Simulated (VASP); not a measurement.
All values below come from PBE GGA, VASP's PBE PAW potentials (set 64) (plane waves; VASP).

VASP ran on this input.

### KPOINTS
```
Automatic mesh
0
Gamma
7 7 7
0 0 0
```

**POSCAR**
```
CoSi
1
    4.3975326080     0.0000000000    -0.0000000000
    0.0000000000     4.3975326080    -0.0000000000
    0.0000000000     0.0000000000     4.3975326080
Co Si
4 4
Direct
  0.8542273810   0.6457726190   0.3542273810
  0.3542273810   0.8542273810   0.6457726190
  0.1457726190   0.1457726190   0.1457726190
  0.6457726190   0.3542273810   0.8542273810
  0.1564292926   0.3435707074   0.6564292926
  0.6564292926   0.1564292926   0.3435707074
  0.8435707074   0.8435707074   0.8435707074
  0.3435707074   0.6564292926   0.1564292926
```

**INCAR**
```
SYSTEM=CoSi
PREC=Accurate; ENCUT=500; LREAL=F
LASPH=T
EDIFF=1E-6; NELM=100; ALGO=Normal
LMAXMIX=4
ISMEAR=1; SIGMA=0.1
GGA=PE
IBRION=2; NSW=40; ISIF=3
EDIFFG=-0.02; PSTRESS=50
LWAVE=F; LCHARG=F
```

POTCAR, in this order: Co Si (PBE.64 set). Program: vasp_std.

### Question
What does the run give for the energy per atom (σ→0), pressure, band gap (on the k-mesh)?

### Answer

```yaml
energy per atom (σ→0): -6.840 eV/atom
band gap (on the k-mesh): none (metal, semimetal or under 0.01 eV)
pressure: 5.08 GPa
```

OSZICAR:
```
...
DAV:   9    -0.547240642963E+02    0.91410E-01   -0.33629E-01  2317   0.657E+00    0.114E+00
DAV:  10    -0.547181959518E+02    0.58683E-02   -0.19449E-02  2279   0.988E-01    0.279E-01
DAV:  11    -0.547174312198E+02    0.76473E-03   -0.28305E-03  2358   0.513E-01    0.952E-02
DAV:  12    -0.547173963538E+02    0.34866E-04   -0.23798E-04  1920   0.168E-01    0.309E-02
DAV:  13    -0.547173933564E+02    0.29974E-05   -0.72487E-05  2392   0.556E-02    0.327E-02
DAV:  14    -0.547173904018E+02    0.29545E-05   -0.10233E-05  1820   0.232E-02    0.881E-03
DAV:  15    -0.547173909517E+02   -0.54982E-06   -0.19587E-06  1178   0.142E-02
   1 F= -.52063478E+02 E0= -.52063820E+02  d E =-.520635E+02
```

The compound is CoSi in the B20 structure. It was relaxed first under an external pressure of 5 GPa. The run is not spin-polarised, so no magnetic state was tried.
